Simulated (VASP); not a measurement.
Here is a VASP 6.6.1 calculation.

File INCAR:

```
PREC = Accurate
ENCUT = 520
EDIFF = 1E-6
ISMEAR = -1
SIGMA = 0.1
LREAL = F
LASPH = T
NELM = 80
ALGO = Fast
ISIF = 2
LWAVE = F
LCHARG = F
GGA = PS
NBANDS = 63
```

File KPOINTS:

```
Automatic mesh
0
Gamma
  4 7 3
```

Contents of POSCAR:

```
Hf3P2N2
1.0
    8.2130710000      0.0000000000      0.0000000000
    0.0000000000      3.5309290000      0.0000000000
   -3.3460440000      0.0000000000      8.1100800000
Hf P N
6 4 4
Direct
    0.3165000000      0.2500000000      0.9442000000
    0.6835000000      0.7500000000      0.0558000000
    0.5202000000      0.2500000000      0.6701000000
    0.4798000000      0.7500000000      0.3299000000
    0.1175000000      0.2500000000      0.3522000000
    0.8825000000      0.7500000000      0.6478000000
    0.7580000000      0.2500000000      0.3485000000
    0.2420000000      0.7500000000      0.6515000000
    0.9155000000      0.2500000000      0.9441000000
    0.0845000000      0.7500000000      0.0559000000
    0.6804000000      0.2500000000      0.5108000000
    0.3196000000      0.7500000000      0.4892000000
    0.5733000000      0.2500000000      0.1784000000
    0.4267000000      0.7500000000      0.8216000000
```

Potentials or basis: VASP PAW PBE potentials, release 64 (Hf_pv, P, N).

Run with:

```sh
$ cat potpaw_PBE.64/Hf_pv/POTCAR potpaw_PBE.64/P/POTCAR potpaw_PBE.64/N/POTCAR > POTCAR
$ mpirun -np 1 vasp_std > vasp.out
```

Estimate the band gap on the k mesh.

none (metal or under the smearing width).

Estimate the largest force.

3.054 eV/Å.

Predict the pressure.

-21.3 GPa.

Stress tensor (GPa, compression positive):
```
-21.30   0.00   1.64
  0.00 -21.02   0.00
  1.64   0.00 -21.55
```

Caveat: so large a pressure means that the cell lies far from this level's equilibrium, or that cutoff or potentials fall short; the potentials were made for another functional, which shifts forces and pressure. The run has no spin-orbit coupling, so splittings on Hf are missing.
